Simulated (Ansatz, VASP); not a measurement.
**RbCaH3: VASP beside Ansatz**

Aim: how closely do two programs agree when they are given the same cell, functional and k mesh? The cell is taken from a series of runs on this material, whose earlier steps may have relaxed, scaled, displaced or heated it; both programs get it as it stands.

Program: Ansatz 0.2.0. Level of theory: plane waves, with VASP 6.6.1 beside it; zone-centre phonons at LDA. Results are calculated unless marked as measured.

### Step 1. Starting point

It takes space group Pm-3m (No. 221, cubic). The conventional cell has a = 4.397 Å, b = 4.397 Å, c = 4.397 Å, α = 90.00°, β = 90.00°, γ = 90.00°. Rb has 12 H at 3.11 Å nearest. Ca has 6 H at 2.20 Å nearest. H has 2 Ca at 2.20 Å and 8 H at 3.11 Å and 4 Rb at 3.11 Å nearest. Farther neighbours are not listed.

### Step 2. Ansatz: zone-centre phonons, LDA

Ansatz runs on norm-conserving files, of PseudoDojo where its log says so.

Second derivatives magnify differences that forces hide, and they need a tight electronic threshold.

Input file input.yaml:

```yaml
crystal:
  lattice:
    - [4.3969175627, 0.0, 0.0]
    - [0.0, 4.3969175627, 0.0]
    - [0.0, 0.0, 4.3969175627]
  atoms:
    - { symbol: Rb, position: [0.0, 0.0, 0.0] }
    - { symbol: Ca, position: [0.5, 0.5, 0.5] }
    - { symbol: H, position: [0.0, 0.5, 0.5] }
    - { symbol: H, position: [0.5, 0.0, 0.5] }
    - { symbol: H, position: [0.5, 0.5, 0.0] }
kpoints:
  mp_grid: { grid: [4, 4, 4] }
hamiltonian:
  xc: lda
  pseudopotentials: { kind: nc, accuracy: standard }
scf:
  occupations: { method: fixed }
output:
  eigenvalues: true
phonons:
  method: dfpt
  dielectric: true
  rigid_motions: translations
  qmesh: [2, 2, 2]
  temperatures: { t_max: 1000, t_step: 50 }
  qpath:
    path:
      - [[0.0, 0.0, 0.0], [0.0, 0.5, 0.0], [0.5, 0.5, 0.0], [0.0, 0.0, 0.0], [0.5, 0.5, 0.5], [0.0, 0.5, 0.0]]
      - [[0.5, 0.5, 0.5], [0.5, 0.5, 0.0]]
    npoints: 12
```

Command:

```sh
ansatz run input.yaml --threads 4 --pin off --max-ram 8192MiB --backend cpu --events-out ev --progress --plain --runs-dir out
```

What it wrote:

```text
Engine: ansatz 0.2.0, aarch64-unknown-linux-gnu
Pseudopotentials: kind: nc
Pseudopotential: Rb, nc, valence charge 9, recommended cutoff 571.439111 eV (normal), Rb.nc.azcp (PseudoDojo's, or run here from an input of PseudoDojo's; its table is named by hamiltonian.pseudopotentials.accuracy)
Pseudopotential: Ca, nc, valence charge 10, recommended cutoff 979.609905 eV (normal), Ca.nc.azcp (PseudoDojo's, or run here from an input of PseudoDojo's; its table is named by hamiltonian.pseudopotentials.accuracy)
Pseudopotential: H, nc, valence charge 1, recommended cutoff 1006.821291 eV (normal), H.nc.azcp (PseudoDojo's, or run here from an input of PseudoDojo's; its table is named by hamiltonian.pseudopotentials.accuracy)
Functional definition: SPW92
  exchange = slater_x
  correlation = pw_c
Crystal: 5 atoms, lattice volume = 85.005 Å³
Basis set: ecut = 1006.821291 eV, 6187 PW (Γ), exchange–correlation on 96×96×96 points (8 copies of the dense FFT grid, shifted against one another)
Bands: 16, of which v1, the nominal top of the filled ones, is band 11 counted from 1 (10 counted from 0)
Symmetry: 48 space group operations
k-points: 30 of 64 (irreducible under 2 space group operations, time reversal used)
Non-local potential: Rb, projectors of the file, l = 0: 2, l = 1: 2, l = 2: 2
Non-local potential: Ca, projectors of the file, l = 0: 2, l = 1: 2, l = 2: 2
Non-local potential: H, projectors of the file, l = 0: 2, l = 1: 1
Initial density: superposition of atomic densities (chi_scale 0.1, normalization cell, long waves kept (reshape's long-wave potential 0.00 eV rms))
Initial wavefunctions: pseudopotential atomic-orbital guess
Functional: x = slater, c = lda
SCF iter   1: F=—  HF=-1840.145327 eV  |F-HF|=—  |Δ(HF+E_count)|=         —  Δρ=5.44e-2  dr2=3.00e0  ethr=3.10e-3  ⟨swp⟩=6.6  Hψ=2849  notcnv=0  defer=74
preconditioner: auto → Resta (q_TF=auto, 2.178 Å⁻¹)  ε∞=2.8  [insulator: Δε(μ)=3.867 eV  Ē_g=10.275 eV  n_scr=18 (ndim 8)  ℏωp=14.0 eV  f_vac=0.000  ε∞_Penn≈2.8]
SCF iter   2: F=—  HF=-1839.249950 eV  |F-HF|=—  |Δ(HF+E_count)|=   8.95e-1  Δρ=2.26e-2  dr2=6.45e-1  ethr=3.10e-3  ⟨swp⟩=2.4  Hψ=908  notcnv=0  defer=78
SCF iter   3: F=—  HF=-1839.018874 eV  |F-HF|=—  |Δ(HF+E_count)|=   2.31e-1  Δρ=3.90e-3  dr2=1.10e-2  ethr=2.93e-3  ⟨swp⟩=3.1  Hψ=964  notcnv=0  defer=68
SCF iter   4: F=—  HF=-1839.018203 eV  |F-HF|=—  |Δ(HF+E_count)|=   6.71e-4  Δρ=8.77e-4  dr2=6.68e-4  ethr=4.99e-5  ⟨swp⟩=3.9  Hψ=982  notcnv=0  defer=82
SCF iter   5: F=—  HF=-1839.018004 eV  |F-HF|=—  |Δ(HF+E_count)|=   1.99e-4  Δρ=1.77e-4  dr2=2.21e-5  ethr=3.04e-6  ⟨swp⟩=3.9  Hψ=950  notcnv=0  defer=80
SCF iter   6: F=—  HF=-1839.018002 eV  |F-HF|=—  |Δ(HF+E_count)|=   1.83e-6  Δρ=3.70e-5  dr2=8.79e-7  ethr=1.01e-7  ⟨swp⟩=2.8  Hψ=795  notcnv=0  defer=76
SCF iter   7: F=—  HF=-1839.017980 eV  |F-HF|=—  |Δ(HF+E_count)|=   2.13e-5  Δρ=5.56e-6  dr2=1.95e-8  ethr=4.00e-9  ⟨swp⟩=2.1  Hψ=662  notcnv=0  defer=76
SCF iter   8: F=—  HF=-1839.017980 eV  |F-HF|=—  |Δ(HF+E_count)|=   1.15e-8  Δρ=6.88e-7  dr2=2.46e-10  ethr=8.85e-11  ⟨swp⟩=2.5  Hψ=739  notcnv=0  defer=76
SCF iter   9: F=-1839.017980 eV  HF=-1839.017980 eV  |F-HF|=4.55e-13  |Δ(HF+E_count)|=  3.04e-10  Δρ=7.01e-8  dr2=3.04e-12  ethr=1.00e-12  ⟨swp⟩=19.1  Hψ=4990  notcnv=0
SCF 1 converged in 9 iterations: F = -1839.017980 eV  dr2 = 3.04e-12
DFPT response loops at Γ: preconditioner auto → none (the input reference at scf.mixing.eps_inf says where Resta's filter doesn't serve); β = 0.50; Broyden in place of MSR1
── the response to a field inside a basis, on 4×4×4 k-points: an SCF that follows is theirs, and a resumed run solves both again ──
Bands: 12, of which v1, the nominal top of the filled ones, is band 11 counted from 1 (10 counted from 0)
k-points: 4 of 64
Initial density: handed on by an earlier stage of this run
Initial wavefunctions: pseudopotential atomic-orbital guess (no wavefunctions were taken with the density)
Eigensolver: Dense (4 Hₖ)
SCF iter   1: F=—  HF=-1839.015765 eV  |F-HF|=—  |Δ(HF+E_count)|=         —  Δρ=9.00e-5  dr2=1.15e-6  ethr=1.00e-1
preconditioner: auto → Resta (q_TF=auto, 2.178 Å⁻¹)  ε∞=3.2  [insulator: Δε(μ)=3.566 eV  Ē_g=9.303 eV  n_scr=18 (ndim 8)  ℏωp=14.0 eV  f_vac=0.000  ε∞_Penn≈3.2]
SCF iter   2: F=—  HF=-1839.015766 eV  |F-HF|=—  |Δ(HF+E_count)|=   9.83e-7  Δρ=4.68e-5  dr2=3.39e-7  ethr=5.21e-9
SCF iter   3: F=-1839.015767 eV  HF=-1839.015767 eV  |F-HF|=4.49e-10  |Δ(HF+E_count)|=   3.95e-7  Δρ=1.89e-6  dr2=2.00e-9  ethr=1.54e-9
SCF 1 converged in 3 iterations: F = -1839.015767 eV  dr2 = 2.00e-9
DFPT response loops at Γ: mixed as the last ones told, above
WARN: field response: ε∞ stands inside a basis, on 4×4×4 points; the force constants stand on the 4×4×4 k-mesh, whose period is 13.37 times the interband length at k = (0.0000, -0.5000, -0.5000), direct gap 2.829 eV, under 14: take them and everything formed from them as unconverged, and compare with a denser kpoints.mp_grid
NSCF: frozen V_eff on 10 k-points
NSCF: frozen V_eff on 54 k-points
[...]
SCF converged after 9 iterations
Free energy (F): -1839.017980 eV
Harris-Foulkes:  -1839.017980 eV  (|F-HF|=4.55e-13)
Internal energy: -1839.017980 eV  (E = F + TS)
E sigma→0 (E₀):  -1839.017980 eV
Fermi energy:    2.662221 eV
--- Per-component energies (eV) ---
  E_band       = -244.336609
  E_kinetic    = 603.820177
  E_local      = -1301.265049  (includes V_loc(G=0)·N_el)
  E_nonlocal   = 46.173613
  E_hartree    = 387.476378
  E_xc         = -417.337523
  E_vxc        = -368.018135  (∫ρ·V_xc dr)
  E_ewald      = -1157.885577
  E_smearing   = -0.000000  (= −TS)
  E_closure    = -0.000000  (closes the sum)
  Σ components = -1839.017980   (vs F -1839.017980, Δ=0.00e0)
--- Band table (eV; the first three rows and the last of 30) ---
  k-point 0: bands = [... 7 lower, -6.6152, -0.4274, 2.0595, 2.0595, 8.6919, 8.6919, 8.6919, 10.0595, ... 1 higher]
  k-point 1: bands = [... 7 lower, -6.6069, 0.1316, 2.1314, 2.1964, 8.4115, 8.4115, 8.8569, 8.8656, ... 1 higher]
  k-point 2: bands = [... 7 lower, -6.5986, 1.0326, 1.8049, 2.3490, 8.1947, 8.1947, 8.2735, 8.9300, ... 1 higher]
  k-point 29: bands = [... 7 lower, -6.7902, 2.3622, 2.3622, 2.3622, 6.9514, 6.9514, 6.9514, 8.5843, ... 1 higher]
--- Phonons (Γ-DFPT): 4 representative perturbations + reference, on 30 of 64 k-points (Σ response iterations 12) ---
  k mesh reduced under 2 symmetry operations, with k and −k counted as one. Each operation leaves every solved perturbation unchanged. A smaller set is not considered because the run solves the response to a homogeneous field
  ASR residual: 1.315e-4 → 0.000e0 eV/Å²; symmetrization residual: 5.436e-7 eV/Å²
  ASR residual per site (eV/Å²): 5.43e-6 1.31e-4 2.05e-5 2.05e-5 2.05e-5
  Γ frequencies (cm⁻¹): 0.00 0.00 0.00 108.25 108.25 108.25 347.95 347.95 347.95 404.55 404.55 404.55 1207.12 1207.12 1207.12
  ε∞ (high-frequency dielectric tensor):
        3.454901     0.000000     0.000000
        0.000000     3.454901     0.000000
        0.000000     0.000000     3.454901
  ε⁰ (static dielectric tensor: ions relaxed, cell fixed):
       11.924653     0.000000     0.000000
        0.000000    11.924653    -0.000000
        0.000000    -0.000000    11.924653
  ε⁰ − ε∞ (ionic part):
        8.469752     0.000000     0.000000
        0.000000     8.469752    -0.000000
        0.000000    -0.000000     8.469752
  softest optical mode at Γ: 108.25 cm⁻¹; the repairs (sum rule, projections) moved no ω² at Γ by more than (2.78 cm⁻¹)²
  Born effective charges Z* (e; rows j = field, columns β = displacement):
    site 0:
         1.08793    0.00000    0.00000
        -0.00000    1.08793    0.00000
        -0.00000    0.00000    1.08793
    site 1:
         1.73662   -0.00000    0.00000
        -0.00000    1.73662    0.00000
         0.00000    0.00000    1.73662
    site 2:
        -1.06846   -0.00000    0.00000
         0.00000   -0.87805    0.00000
        -0.00000    0.00000   -0.87805
    site 3:
        -0.87805    0.00000    0.00000
         0.00000   -1.06846    0.00000
        -0.00000    0.00000   -0.87805
    site 4:
        -0.87805    0.00000    0.00000
         0.00000   -0.87805    0.00000
        -0.00000    0.00000   -1.06846
  Z* charge neutrality: 8.925e-4 e pre-enforcement
  solved inside a basis spanned on kpoints, on 4×4×4 k-points, its susceptibility summed on 8×8×8: ε∞ is read to err by 8.3e-3, Z* by 1.1e-2 e (field_mesh: kpoints solves on kpoints); Z* is corrected for what the basis lacks
  optical modes at Γ without the LO–TO term, one row a degenerate level:
      ω (cm⁻¹)  modes    IR ((D/Å)²/amu)
[...]
optical modes at Γ + LO–TO along q̂ = [1.0000, 0.0000, 0.0000]:
      ω (cm⁻¹)  modes    IR ((D/Å)²/amu)
[...]
optical modes at Γ + LO–TO along q̂ = [0.0000, 1.0000, 0.0000]:
      ω (cm⁻¹)  modes    IR ((D/Å)²/amu)
[...]
1291.77      1            34.8990
  optical modes at Γ + LO–TO along q̂ = [0.0000, 0.0000, 1.0000]:
      ω (cm⁻¹)  modes    IR ((D/Å)²/amu)
        108.25      2             1.9516
        118.62      1             0.1066
        347.95      3             0.0000
        404.55      2            77.9492
        640.90      1            28.4700
       1207.12      2            47.0504
       1291.77      1            34.8990
--- Phonons (arbitrary-q DFPT): 4 irreducible q on the 2×2×2 mesh ---
  q = [0.0000, 0.0000, 0.0000] (star 1, of the zone-centre solve; hermiticity 1.21e-7, symmetrization 5.15e-8): -0.00 0.00 0.00 108.25 108.25 108.25 347.95 347.95 347.95 404.55 404.55 404.55 1207.12 1207.12 1207.12
  q = [0.0000, 0.0000, -0.5000] (star 3, 9 solved perturbations in 216 linear systems a pass and spin channel, the states on 27 of 64 k-point pairs; hermiticity 1.12e-7, symmetrization 2.04e-13): 61.82 61.82 86.85 106.96 106.96 194.05 404.89 404.89 421.76 428.48 428.48 669.21 1206.44 1206.44 1314.62
  q = [0.0000, -0.5000, -0.5000] (star 3, 9 solved perturbations in 216 linear systems a pass and spin channel, the states on 27 of 64 k-point pairs; hermiticity 1.60e-7, symmetrization 6.20e-14): 59.94 64.33 64.33 126.04 196.23 203.15 203.15 451.46 451.46 462.78 462.78 674.44 1205.47 1223.22 1348.12
  q = [-0.5000, -0.5000, -0.5000] (star 1, 4 solved perturbations in 81 linear systems a pass and spin channel, the states on 27 of 64 k-point pairs; hermiticity 7.59e-8, symmetrization 4.66e-13): 68.63 68.63 68.63 146.92 146.92 146.92 221.55 221.55 221.55 602.85 602.85 602.85 1223.19 1223.19 1366.27
  sum rule: each row above includes the acoustic sum rule's correction from the zone centre's row sums; it moved no ω² by more than (2.35 cm⁻¹)²
  mesh force constants: q→R imaginary residual 8.22e-18; ASR residual 1.315e-4 → 0.000e0 eV/Å²; symmetrization residual 3.553e-15 eV/Å²
  interpolated dispersion: 75 rows × 15 modes
  density of states and harmonic sums: on the 14×14×14 q-mesh, interpolated from the force constants of a 2×2×2 supercell (with the dipole–dipole term)
  largest difference from the sums on the solved wave vectors: F 6.10e-2 eV, S 9.40e-5 and C_V 3.15e-5 eV/K
  zero-point energy: 0.439236 eV/cell   skipped modes (ω ≤ 0): 3   left out of the sums: 7.29e-5 of the cell's modes: C_V's classical limit lies that fraction below 3 k_B per atom; for a crystal, a wire or a layer, F and S can be off by more, and a phonons.interpolated_qmesh denser along its periods is the remedy for the sampling
```

(Part 1 of 3 ends here.)

[Lines on the potential files, build, host, timing and source positions are cut from VASP's logs without a mark.]

[Logs are printed without paths, hosts, clocks, repeated set-up lines and the standing remarks that a program may print on its own settings, such as how far it seeks lower states.]

[Hosts, paths, dates, database ids (printed as entryN), source tags and the programs' standing remarks are cut or masked in the printed files.]
